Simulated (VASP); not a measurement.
Computed with r2SCAN meta-GGA, VASP's PBE PAW potentials (set 64) (plane waves; VASP 6.6.1).

A VASP calculation is set up with these files.

**INCAR**
```
SYSTEM = Mg3Sb2
PREC = Accurate
ENCUT = 520
EDIFF = 1E-7
NELM = 100
ALGO = Normal
LREAL = .FALSE.
LASPH = .TRUE.
ISMEAR = 0
SIGMA = 0.05
METAGGA = R2SCAN
LMIXTAU = .TRUE.
LMAXMIX = 4
LWAVE = .FALSE.
LCHARG = .FALSE.
ISIF = 4
IBRION = 2
NSW = 30
EDIFFG = -0.01
```

File POSCAR:
```
Mg3Sb2
1
    2.2839918804    -3.9559901405     0.0000000000
    2.2839918804     3.9559901405     0.0000000000
    0.0000000000     0.0000000000     7.2421895146
Mg Sb
3 2
Direct
  1.0000000000   1.0000000000   1.0000000000
  0.3333330000   0.6666670000   0.6336861693
  0.6666670000   0.3333330000   0.3663138307
  0.3333330000   0.6666670000   0.2284086682
  0.6666670000   0.3333330000   0.7715913318
```

**KPOINTS**
```
Automatic mesh
0
Gamma
6 6 3
0 0 0
```

POTCAR, in this order: Mg Sb (PBE.64 set). Program: vasp_std.

Unless said otherwise, spin-orbit coupling is left out, though it shifts the bands of the heavy elements here.

Problem. What does the run give for the energy per atom (σ→0), band gap (on the k-mesh)?

Solution. 
The energy per atom (σ→0) is -13248 meV/atom. The band gap (on the k-mesh) comes out as 0.56 eV.

File OSZICAR:
```
...
DAV:  17    -0.662409714077E+02    0.49940E-05   -0.71303E-06   472   0.248E-02    0.379E-02
DAV:  18    -0.662409580691E+02    0.13339E-04   -0.46190E-05   448   0.506E-02    0.198E-02
DAV:  19    -0.662409646064E+02   -0.65373E-05   -0.46714E-06   432   0.240E-02    0.160E-02
DAV:  20    -0.662409649753E+02   -0.36893E-06   -0.76775E-07   496   0.921E-03    0.153E-02
DAV:  21    -0.662409643881E+02    0.58716E-06   -0.37791E-07   420   0.606E-03    0.104E-02
DAV:  22    -0.662409639911E+02    0.39702E-06   -0.80401E-07   428   0.934E-03    0.642E-03
DAV:  23    -0.662409640347E+02   -0.43569E-07   -0.50634E-08   236   0.219E-03
   1 F= -.66240964E+02 E0= -.66240964E+02  d E =-.662410E+02
```

The compound is Mg3Sb2 in the a-la2o3 structure. It was relaxed first.
